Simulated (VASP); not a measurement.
Data:

```
Fe
1.0
   -1.39011     1.39011     1.39011
    1.39011    -1.39011     1.39011
    1.39011     1.39011    -1.39011
Fe
1
Direct
  0.00000   0.00000   0.00000
```
Starting moments (μB, in the order of the record's atoms Fe): 2.7.

Method: r2SCAN meta-GGA, VASP's PBE PAW potentials (set 64) (plane waves; VASP). Settings: 500 eV cut-off, 18×18×18 Γ-centred mesh, first-order Methfessel-Paxton smearing of 0.10 eV, potentials Fe.

Task: Estimate the cell moment, energy per atom (σ→0), pressure, band gap (on the k-mesh) with the smallest direct gap where there is one.

Result: 
* **band gap (on the k-mesh)**: none (metal, semimetal or under 0.01 eV)
* **cell moment**: 2.56 μB
* **energy per atom (σ→0)**: -1380.0 kJ/mol-atom
* **pressure**: 19.99 GPa

Task: Give the moment on each site (PAW-sphere projection).

Result: 
```
site  moment (μB)
----  -----------
Fe1          2.60
```

The compound is Fe in the bcc structure. It was relaxed first under an external pressure of 20 GPa.
